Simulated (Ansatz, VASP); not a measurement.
# SrAl2H2 in VASP and in Ansatz

The input INCAR:

```
PREC = Accurate ; ENCUT = 520
EDIFF = 1E-6 ; ISMEAR = 0
SIGMA = 0.15 ; LREAL = False
LASPH = True ; NELM = 100
ALGO = Normal ; ISIF = 2
LWAVE = False ; LCHARG = False
GGA = CA ; NBANDS = 17
```

KPOINTS

```
regular mesh
0
Gamma
  12 12 10
```

POSCAR

```
SrAl2H2
1.0
    4.5252979390      0.0000000000      0.0000000000
   -2.2626489695      3.9190229748      0.0000000000
    0.0000000000      0.0000000000      4.7214000000
Sr Al H
1 2 2
Direct
    0.0000000000      0.0000000000     -0.0211801584
    0.3333333333      0.6666666667      0.4589000000
    0.6666666667      0.3333333333      0.5411000000
    0.3333333333      0.6666666667      0.0976000000
    0.6666666667      0.3333333333      0.9024000000
```

Input for Ansatz:

```yaml
crystal:
  lattice:
    - [4.525297939, 0.0, 0.0]
    - [-2.2626489695, 3.9190229748, 0.0]
    - [0.0, 0.0, 4.7214]
  atoms:
    - { symbol: Sr, position: [0.0, 0.0, -0.0211801584] }
    - { symbol: Al, position: [0.3333333333, 0.6666666667, 0.4589] }
    - { symbol: Al, position: [0.6666666667, 0.3333333333, 0.5411] }
    - { symbol: H, position: [0.3333333333, 0.6666666667, 0.0976] }
    - { symbol: H, position: [0.6666666667, 0.3333333333, 0.9024] }
basis:
  ecutwfc: 420
kpoints:
  mp_grid: { grid: [12, 12, 10] }
hamiltonian:
  xc: lda
scf:
  occupations: { method: gaussian, width: 0.15 }
output:
  forces: true
  stress: true
  eigenvalues: true
```

Change from the starting cell: all Sr atoms moved -0.100 Å, as atom 1 along Cartesian [0 0 1].

Alike in both runs: task single point; functional LDA; k mesh 12 × 12 × 10; occupations gaussian, width 0.15 eV; no spin polarisation.

```csv
,VASP,Ansatz
version,VASP 6.6.1,Ansatz 0.2.0
potentials or method,"VASP PAW LDA potentials, release 64 (Sr_sv, Al, H)","scalar-relativistic, plane waves, PAW"
plane-wave cutoff (eV),520,420
valence electrons in the cell,18,18
```

VASP gave:

```
gap on the k mesh at the Fermi level (eV)       : none
pressure (GPa)                                  : -2.8
largest component of the traceless stress (GPa) : 0.54
rms of the force components (eV/Å)              : 0.098
```

Which values does Ansatz return?

gap on the k mesh at the Fermi level (eV): none; pressure (GPa): -2.8; largest component of the traceless stress (GPa): 0.52; rms of the force components (eV/Å): 0.095.

Atom by atom the forces differ by 0.003 eV/Å (rms over components). A gap of «none» marks a metal or a gap that the smearing closes.
